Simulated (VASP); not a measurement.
Crystal: GaSb.

```xyz
2
Lattice="0.0000 3.0590 3.0590 3.0590 0.0000 3.0590 3.0590 3.0590 0.0000" Properties=species:S:1:pos:R:3 pbc="T T T"
Ga    0.0000    0.0000    0.0000
Sb    1.5295    1.5295    1.5295
```

Base run:

```yaml
Program: VASP 6.6.1
Functional: PBE
Potentials_or_basis: VASP PAW PBE potentials, release 64 (Ga_d, Sb)
Cutoff: 450 eV
k_mesh: 6 × 6 × 6
Occupations: gaussian, width 0.02 eV
Spin: no spin polarisation
```

Its results: band gap on the k mesh 0.03 eV, direct; pressure 2.3 GPa.

Problem. The run is repeated on the same cell with these changes: cutoff from 450 eV to 520 eV; k mesh from 6 × 6 × 6 to 4 × 4 × 4. What comes out?

Solution. Band gap on the k mesh 0.03 eV, direct; pressure 2.7 GPa.

Caveats: some runs use coarse meshes; spin-orbit coupling is left out, which moves the levels of the heavy elements.

A k mesh can miss the band edges.
